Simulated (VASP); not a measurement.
An input for Ansatz (written as the equivalent of a VASP run, and not itself run):

Ansatz 0.2 input:
```yaml
crystal:
  lattice:
    - [0.0000000, 2.1969402, 2.1969402]
    - [2.1969402, 0.0000000, 2.1969402]
    - [2.1969402, 2.1969402, 0.0000000]
  atoms:
    - { symbol: Zr, position: [0.0000000, 0.0000000, 1.0000000] }
    - { symbol: N, position: [0.5000000, 0.5000000, 0.5000000] }
kpoints:
  mp_grid: { grid: [14, 14, 14] }
hamiltonian:
  xc: pbe
  pseudopotentials: { kind: paw }
scf:
  occupations: { method: methfessel_paxton, width: 0.1 }
  max_iter: 100
relax:
  max_steps: 40
  f_tol: 0.02
  cell: { p_target: 45 }
output: { forces: true, stress: true, eigenvalues: true }
```

Task: Write the VASP files for the same calculation (PBE).

Result: This is not unique; one that fits is 
**KPOINTS**
```
Automatic mesh
0
Gamma
 14 14 14
```

### INCAR
```
# general
SYSTEM =ZrN
PREC   =Accurate
ENCUT  =620
LREAL  =.False.
LASPH  =.True.

# electronic loop
EDIFF  =1E-6
NELM   =100
ALGO   =Normal
LMAXMIX=4

# smearing
ISMEAR =1
SIGMA  =0.1

# functional
GGA    =PE

# ions
IBRION =2
NSW    =40
ISIF   =3
EDIFFG =-0.02
PSTRESS=450

# output
LWAVE  =.False.
LCHARG =.False.
```

POSCAR:
```
ZrN
1
   -0.0000000000     2.1969402432     2.1969402432
    2.1969402432     0.0000000000     2.1969402432
    2.1969402432     2.1969402432    -0.0000000000
Zr N
1 1
Direct
  0.0000000000   0.0000000000   1.0000000000
  0.5000000000   0.5000000000   0.5000000000
```

POTCAR, in this order: Zr_sv N (PBE.64 set). Program: vasp_std.

What does not carry over: each code has its own PAW files, so the cut-off isn't converted (ENCUT is set for VASP's; basis.ecutwfc is left out, and Ansatz then takes the one that its files recommend); Ansatz stops its SCF on the density residual and VASP on the energy change (EDIFF).

The compound is ZrN in the rock salt structure. It was relaxed first under an external pressure of 45 GPa.
